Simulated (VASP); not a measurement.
# HoTl3: vacancies and antisites compared, part 2 of 6

Wanted: a map of the native defects of HoTl3, all in one supercell and at one level. The start is a cell from a database of measured crystal structures.

VASP 6.6.1, plane waves and PAW; the level of theory is named at each step.

Still holding for the runs below: The data set Ho_3 holds the 4f electrons frozen in the core, so no f bands or f moments appear. The k-mesh is coarse for a metal.

So far. Step 2 (The host at zero pressure): The start already met the threshold, so nothing moved.

**3. The supercell without the defect**

Level of this step: PBEsol, 4f electrons in the core; plane waves and PAW (Tl, Ho_3) (VASP).

System of this step: HoTl3. It takes space group Pm-3m (No. 221, cubic). The conventional cell has a = 4.666 Å, b = 4.666 Å, c = 4.666 Å, α = 90.00°, β = 90.00°, γ = 90.00°. Tl has 4 Ho at 3.30 Å and 8 Tl at 3.30 Å nearest. Ho has 12 Tl at 3.30 Å nearest. Farther neighbours are not listed.

The same cell, mesh and cutoff without the defect give the energy to subtract and, in a gapped host, the band edges to count from, so that most errors cancel.

Input file INCAR:

```
SYSTEM = HoTl3
PREC = Normal
ENCUT = 300
EDIFF = 1E-05
NELM = 120
ISMEAR = 1
SIGMA = 0.2
LREAL = Auto
ALGO = Fast
GGA = PS
LORBIT = 11
LWAVE = .FALSE.
LCHARG = .FALSE.
KPAR = 4
NCORE = 2
```

Input file POSCAR:

```
HoTl3
1.0
    9.3320000000      0.0000000000      0.0000000000
    0.0000000000      9.3320000000      0.0000000000
    0.0000000000      0.0000000000      9.3320000000
Tl Ho
24 8
Direct
    0.2500000000      0.2500000000      0.0000000000
    0.2500000000      0.2500000000      0.5000000000
    0.2500000000      0.7500000000      0.0000000000
    0.2500000000      0.7500000000      0.5000000000
    0.7500000000      0.2500000000      0.0000000000
    0.7500000000      0.2500000000      0.5000000000
    0.7500000000      0.7500000000      0.0000000000
    0.7500000000      0.7500000000      0.5000000000
    0.2500000000      0.0000000000      0.2500000000
    0.2500000000      0.0000000000      0.7500000000
    0.2500000000      0.5000000000      0.2500000000
    0.2500000000      0.5000000000      0.7500000000
    0.7500000000      0.0000000000      0.2500000000
    0.7500000000      0.0000000000      0.7500000000
    0.7500000000      0.5000000000      0.2500000000
    0.7500000000      0.5000000000      0.7500000000
    0.0000000000      0.2500000000      0.2500000000
    0.0000000000      0.2500000000      0.7500000000
    0.0000000000      0.7500000000      0.2500000000
    0.0000000000      0.7500000000      0.7500000000
    0.5000000000      0.2500000000      0.2500000000
    0.5000000000      0.2500000000      0.7500000000
    0.5000000000      0.7500000000      0.2500000000
    0.5000000000      0.7500000000      0.7500000000
    0.0000000000      0.0000000000      0.0000000000
    0.0000000000      0.0000000000      0.5000000000
    0.0000000000      0.5000000000      0.0000000000
    0.0000000000      0.5000000000      0.5000000000
    0.5000000000      0.0000000000      0.0000000000
    0.5000000000      0.0000000000      0.5000000000
    0.5000000000      0.5000000000      0.0000000000
    0.5000000000      0.5000000000      0.5000000000
```

Input file KPOINTS:

```
Automatic mesh
0
Monkhorst-Pack
3 3 3
0 0 0
```

PAW data sets: Tl and Ho_3 (PBE family, release 64).

Launch:

```console
> mpirun -np 8 vasp_std
```

Output:

```text
[banner, memory and clock lines left out]
running    8 mpi-ranks, on    1 nodes
 distrk:  each k-point on    2 cores,    4 groups
 distr:  one band on    2 cores,    1 groups

 POSCAR found type information on POSCAR TlHo
 POSCAR found :  2 types and      32 ions
 [... a notice as in an earlier step ...]

 LDA part: xc-table for (Slater+PW92), standard interpolation
 POSCAR, INCAR and KPOINTS ok, starting setup
 FFT: planning ... GRIDC
 FFT: planning ... GRID_SOFT
 FFT: planning ... GRID
 WAVECAR not read
 entering main loop
       N       E                     dE             d eps       ncg     rms          rms(c)
DAV:   1     0.954118584011E+03    0.95412E+03   -0.35005E+04   904   0.869E+02
DAV:   2     0.224523009803E+02   -0.93167E+03   -0.90743E+03  1224   0.367E+02
DAV:   3    -0.104822758161E+03   -0.12728E+03   -0.12279E+03  1256   0.144E+02
DAV:   4    -0.112702457582E+03   -0.78797E+01   -0.75140E+01  1216   0.345E+01
DAV:   5    -0.113277556974E+03   -0.57510E+00   -0.56117E+00  1264   0.938E+00    0.476E+01
RMM:   6    -0.112328380842E+03    0.94918E+00   -0.45807E-01   965   0.360E+00    0.284E+01
RMM:   7    -0.111804715338E+03    0.52367E+00   -0.14733E+00  1136   0.382E+00    0.795E-01
RMM:   8    -0.111827543750E+03   -0.22828E-01   -0.26036E-01  1239   0.136E+00    0.306E-01
RMM:   9    -0.111835414778E+03   -0.78710E-02   -0.82673E-02  1283   0.712E-01    0.134E-01
RMM:  10    -0.111837863668E+03   -0.24489E-02   -0.30963E-02  1211   0.354E-01    0.489E-02
RMM:  11    -0.111839640186E+03   -0.17765E-02   -0.18294E-02  1216   0.220E-01    0.239E-02
RMM:  12    -0.111840473782E+03   -0.83360E-03   -0.83781E-03  1058   0.121E-01    0.549E-02
RMM:  13    -0.111841051325E+03   -0.57754E-03   -0.57180E-03  1032   0.921E-02    0.106E-01
RMM:  14    -0.111841356788E+03   -0.30546E-03   -0.31366E-03   949   0.729E-02    0.860E-02
RMM:  15    -0.111841568291E+03   -0.21150E-03   -0.21456E-03   855   0.562E-02    0.811E-02
RMM:  16    -0.111841688360E+03   -0.12007E-03   -0.11863E-03   821   0.425E-02    0.975E-02
RMM:  17    -0.111841760595E+03   -0.72235E-04   -0.81738E-04   779   0.312E-02    0.528E-02
RMM:  18    -0.111841804300E+03   -0.43704E-04   -0.43954E-04   754   0.273E-02    0.532E-02
RMM:  19    -0.111841832667E+03   -0.28368E-04   -0.30635E-04   723   0.201E-02    0.341E-02
RMM:  20    -0.111841846262E+03   -0.13595E-04   -0.16470E-04   687   0.207E-02    0.310E-03
RMM:  21    -0.111841857179E+03   -0.10917E-04   -0.11405E-04   666   0.191E-02    0.121E-03
RMM:  22    -0.111841863441E+03   -0.62615E-05   -0.62647E-05   645   0.145E-02
   1 F= -.11184186E+03 E0= -.11185061E+03  d E =0.262539E-01
```

Wall time 16 s (8 MPI ranks of AMD EPYC 9R45, shared host); peak memory 1.6 GiB.

Parts of OUTCAR (step 3):

```text
  LATTYP: Found a simple cubic cell.
 ALAT       =     9.3320000000

The static configuration has the point symmetry O_h .

 Found      4 irreducible k-points:

   k-points           NKPTS =      4   k-points in BZ     NKDIM =      4   number of bands    NBANDS=     89

   dimension x,y,z NGX =    40 NGY =   40 NGZ =   40
   dimension x,y,z NGXF=    80 NGYF=   80 NGZF=   80

   ENCUT  =  300.0 eV  22.05 Ry    4.70 a.u.  13.18 13.18 13.18*2*pi/ulx,y,z

   NELECT =     144.0000    total number of electrons

 E-fermi :   5.2157

 k-point     1 :       0.0000    0.0000    0.0000
  band No.  band energies     occupation
    ...
     69       4.9828      2.06972
     70       4.9828      2.06972
     71       4.9828      2.06972
     72       4.9828      2.06972
     73       4.9828      2.06972
     74       6.1280     -0.00000
     75       6.1286     -0.00000
     76       6.1304     -0.00000
     77       6.3830     -0.00000
     78       6.3847     -0.00000
    ...

 k-point     2 :       0.3333    0.0000    0.0000
  band No.  band energies     occupation
    ...
     70       4.8754      2.03697
     71       4.8754      2.03697
     72       5.0845      1.88714
     73       5.2562      0.66492
     74       5.2562      0.66485
     75       5.5255     -0.05086
     76       5.6621     -0.00705
     77       5.6623     -0.00702
     78       6.0365     -0.00000
     79       6.0375     -0.00000
    ...

  Total       -0.3751192     -0.3751192     -0.3751192     -0.0000000      0.0000000     -0.0000000
  in kB       -0.7395299     -0.7395299     -0.7395299     -0.0000000      0.0000000     -0.0000000
  external PRESSURE =      -0.7395299 kB  Pullay stress =       0.0000000 kB

  energy-cutoff  :      300.00
  volume of cell :      812.69
      direct lattice vectors                 reciprocal lattice vectors
     9.332000000  0.000000000  0.000000000     0.107158165  0.000000000  0.000000000
     0.000000000  9.332000000  0.000000000     0.000000000  0.107158165  0.000000000
     0.000000000  0.000000000  9.332000000     0.000000000  0.000000000  0.107158165

 POSITION                                       TOTAL-FORCE (eV/Angst)
 -----------------------------------------------------------------------------------
      2.33300      2.33300      0.00000        -0.000000      0.000000      0.000000
      2.33300      2.33300      4.66600         0.000000     -0.000000     -0.000000
      2.33300      6.99900      0.00000        -0.000000     -0.000000     -0.000000
      2.33300      6.99900      4.66600        -0.000000      0.000000      0.000000
      6.99900      2.33300      0.00000         0.000000      0.000000     -0.000000
      6.99900      2.33300      4.66600         0.000000     -0.000000      0.000000
      6.99900      6.99900      0.00000         0.000000      0.000000      0.000000
      6.99900      6.99900      4.66600         0.000000      0.000000     -0.000000
      2.33300      0.00000      2.33300        -0.000000     -0.000000      0.000000
      2.33300      0.00000      6.99900        -0.000000      0.000000     -0.000000
      2.33300      4.66600      2.33300         0.000000     -0.000000     -0.000000
      2.33300      4.66600      6.99900         0.000000      0.000000      0.000000
      6.99900      0.00000      2.33300         0.000000      0.000000      0.000000
      6.99900      0.00000      6.99900         0.000000     -0.000000     -0.000000
      6.99900      4.66600      2.33300        -0.000000      0.000000     -0.000000
      6.99900      4.66600      6.99900         0.000000      0.000000      0.000000
      0.00000      2.33300      2.33300         0.000000     -0.000000      0.000000
      0.00000      2.33300      6.99900         0.000000     -0.000000     -0.000000
      0.00000      6.99900      2.33300         0.000000      0.000000      0.000000
      0.00000      6.99900      6.99900        -0.000000      0.000000     -0.000000
      4.66600      2.33300      2.33300        -0.000000     -0.000000     -0.000000
      4.66600      2.33300      6.99900         0.000000      0.000000     -0.000000
      4.66600      6.99900      2.33300         0.000000      0.000000     -0.000000
      4.66600      6.99900      6.99900        -0.000000     -0.000000      0.000000
      0.00000      0.00000      0.00000        -0.000000     -0.000000      0.000000
      0.00000      0.00000      4.66600        -0.000000     -0.000000      0.000000
      0.00000      4.66600      0.00000         0.000000     -0.000000     -0.000000
      0.00000      4.66600      4.66600        -0.000000      0.000000      0.000000
      4.66600      0.00000      0.00000        -0.000000      0.000000      0.000000
      4.66600      0.00000      4.66600         0.000000      0.000000      0.000000
      4.66600      4.66600      0.00000         0.000000     -0.000000     -0.000000
      4.66600      4.66600      4.66600         0.000000     -0.000000     -0.000000
 -----------------------------------------------------------------------------------
    total drift:                                0.000000      0.000000     -0.000000

  FREE ENERGIE OF THE ION-ELECTRON SYSTEM (eV)
  ---------------------------------------------------
  free  energy   TOTEN  =      -111.8418634405 eV

  energy  without entropy=     -111.8681172911  energy(sigma->0) =     -111.85061472

 total charge
# of ion       s       p       d       tot
------------------------------------------
    1        1.558   1.019   0.107   2.684
    2        1.558   1.019   0.107   2.684
    3        1.558   1.019   0.107   2.684
    4        1.558   1.019   0.107   2.684
    5        1.558   1.019   0.107   2.684
    6        1.558   1.019   0.107   2.684
    7        1.558   1.019   0.107   2.684
    8        1.558   1.019   0.107   2.684
    9        1.558   1.019   0.107   2.684
   10        1.558   1.019   0.107   2.684
   11        1.558   1.019   0.107   2.684
   12        1.558   1.019   0.107   2.684
   13        1.558   1.019   0.107   2.684
   14        1.558   1.019   0.107   2.684
   15        1.558   1.019   0.107   2.684
   16        1.558   1.019   0.107   2.684
   17        1.558   1.019   0.107   2.684
   18        1.558   1.019   0.107   2.684
   19        1.558   1.019   0.107   2.684
   20        1.558   1.019   0.107   2.684
   21        1.558   1.019   0.107   2.684
   22        1.558   1.019   0.107   2.684
   23        1.558   1.019   0.107   2.684
   24        1.558   1.019   0.107   2.684
   25        0.309   6.438   1.131   7.879
   26        0.309   6.438   1.131   7.879
   27        0.309   6.438   1.131   7.879
   28        0.309   6.438   1.131   7.879
   29        0.309   6.438   1.131   7.879
   30        0.309   6.438   1.131   7.879
   31        0.309   6.438   1.131   7.879
   32        0.309   6.438   1.131   7.879
--------------------------------------------------
tot         39.857  75.969  11.624 127.451

[... 1 part as in an earlier step ...]

[... 5 further parts left out ...]
```

Numbers from this step:

```
electronic cycles       : 22
electrons               : 144
free energy (TOTEN)     : -111.8419 eV
energy at zero smearing : -111.8506 eV
Fermi energy            : 5.216 eV
```

The host is treated as a metal, as its relaxation found a gap under 0.3 eV or none, and only the neutral defect is run.

(Part 2 of 6 ends here.)

[Lines on the potential files, build, host, timing and source positions are cut from VASP's logs without a mark.]

[Logs are printed without paths, hosts, clocks, repeated set-up lines and the standing remarks that a program may print on its own settings, such as how far it seeks lower states.]

[Hosts, paths, dates, database ids (printed as entryN), source tags and the programs' standing remarks are cut or masked in the printed files.]

[In band tables of VASP the shares of atoms and orbitals are scaled to a sum of 1 inside the atoms' spheres.]

[Runs that stopped without an error message from VASP are left out.]
